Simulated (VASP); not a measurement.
Energy against volume of CsSnI₃ (cubic perovskite). Level of theory: RPBE GGA, VASP's PBE PAW potentials (set 64) (plane waves; VASP 6.6.1). Settings: 520 eV cut-off, 4×4×4 Γ-centred mesh, Gaussian smearing of 0.050 eV, potentials Cs_sv Sn_d I.

| V (Å³/atom) | E (eV/atom) |
|---|---|
| 49.042 | -2.56983 |
| 50.607 | -2.58072 |
| 52.172 | -2.58660 |
| 53.737 | -2.58820 |

### Question
Fit these four points and predict the energy of the run at 55.302 Å³/atom.

### Answer
A cubic in V^(−2/3), the third-order Birch-Murnaghan form, passes through the four points with V0 = 53.60 Å³/atom and B0 = 13 GPa, and gives -2.5861 eV/atom there. The run gave -2.5862 eV/atom, -0.0 meV/atom from the fit; all five points give B0 = 13 GPa.

The compound is CsSnI3 in the cubic perovskite structure, the ideal cubic form; the compound distorts at low or room temperature. It was relaxed first, which changed the volume by +11 %.
